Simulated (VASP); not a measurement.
```yaml
crystal:
  lattice:
    - [1.77892, -3.08118, 0.00000]
    - [1.77892, 3.08118, 0.00000]
    - [0.00000, 0.00000, 5.46871]
  atoms:
    - { symbol: Ho, position: [0.33333, 0.66667, 0.25000] }
    - { symbol: Ho, position: [0.66667, 0.33333, 0.75000] }
```

Level of theory: AM05 GGA, VASP's PBE PAW potentials (set 64) (plane waves; VASP). Numerical set-up: 520 eV cut-off, Gaussian smearing of 0.050 eV, potentials Ho_3.

The 4f electrons are frozen in the core of the lanthanide potential, so 4f levels, which can set the real gap, and their magnetism are missing.

### Question
Estimate the band gap (along the path) with the smallest direct gap where there is one.

### Answer

```yaml
band gap (along the path): none (metal, semimetal or under 0.01 eV)
```

Only differences to runs with the same potentials and settings are physical.

The compound is Ho in the hcp structure. It was relaxed first.
